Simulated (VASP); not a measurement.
These are r2SCAN meta-GGA, VASP's PBE PAW potentials (set 64) (plane waves; VASP 6.6.1) values and carry that method's errors.

A VASP calculation is set up with these files.

### INCAR
```
SYSTEM = Sn3Te2Se
PREC = Accurate
ENCUT = 400
EDIFF = 1E-6
NELM = 100
ALGO = Normal
LREAL = .FALSE.
LASPH = .TRUE.
ISMEAR = 1
SIGMA = 0.1
METAGGA = R2SCAN
LMIXTAU = .TRUE.
LMAXMIX = 4
LWAVE = .FALSE.
LCHARG = .FALSE.
IBRION = 2
ISIF = 3
NSW = 60
EDIFFG = -0.02
```

**KPOINTS**
```
Automatic mesh
0
Gamma
7 7 3
0 0 0
```

**POSCAR**
```
Sn3Te2Se
1.0
  4.4246489067   0.0000000000   0.0000000000
 -2.2123244534   3.8318587577   0.0000000000
  0.0000000000   0.0000000000  10.8128463841
Sn Te Se
3 2 1
Cartesian
  4.4246489067   0.0000000000   5.4064231921
 -0.0000022124   2.5545737824   1.6413225311
  2.2123266657   1.2772849753   9.1715238530
 -0.0000022124   2.5545737824   7.2903264745
  2.2123266657   1.2772849753   3.5225199096
  4.4246489067   0.0000000000   0.0000000000
```

POTCAR, in this order: Sn_d Te Se (PBE.64 set). Program: vasp_std.

Q: What will the output report for the number of irreducible k-points (NKPTS), number of bands (NBANDS), largest plane-wave count, number of space-group operations, FFT grid (NGX, NGY, NGZ)?

A: 
| Property | Result |
|---|---|
| number of irreducible k-points (NKPTS) | 20 |
| number of bands (NBANDS) | 36 |
| largest plane-wave count | 3353 |
| number of space-group operations | 12 |
| FFT grid (NGX, NGY, NGZ) | 30 × 30 × 72 |

The structure comes from a computed database's Sn3Te2Se entry (P-3m1); how it stands against other phases isn't given here. This run relaxes it. Symmetry was kept, so distortions that lower it aren't found. The start is the result of an earlier pass.
